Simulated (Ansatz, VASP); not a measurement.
CsBa3 in VASP and in Ansatz

```
Ba Cs
1.0
    -3.24647    3.24647    6.80338
     3.24647   -3.24647    6.80338
     3.24647    3.24647   -6.80338
Ba Cs
3 1
Direct
  0.50000 0.50000 0.00000
  0.25000 0.75000 0.50000
  0.75000 0.25000 0.50000
  0.00000 0.00000 0.00000
```

The cell comes from a database or a generator and needn't be the stable form of this composition.

Alike in both runs: task single point; functional LDA; k mesh 6 × 6 × 6; occupations gaussian, width 0.1 eV; no spin polarisation.

|  | VASP | Ansatz |
| --- | --- | --- |
| version | VASP 6.6.1 | Ansatz 0.2.0 |
| potentials or method | VASP PAW LDA potentials, release 64 (Ba_sv_GW, Cs_sv_GW) | Ansatz PAW |
| plane-wave cutoff (eV) | 550 | 420 |
| valence electrons in the cell | 39 | 39 |

VASP gave:

* gap on the k mesh at the Fermi level (eV): none
* pressure (GPa): -1.1
* largest component of the traceless stress (GPa): 0.08

Task: Which values does Ansatz return?

Result: gap on the k mesh at the Fermi level (eV): none; pressure (GPa): -1.0; largest component of the traceless stress (GPa): 0.08.

A gap of «none» marks a metal or a gap that the smearing closes.

Caveats: the PAW data sets come from PBE, with cores solved anew for the run's functional, which leaves a small shift of forces and pressure (Ansatz). The runs have no spin-orbit coupling, so splittings on Ba, Cs are missing.
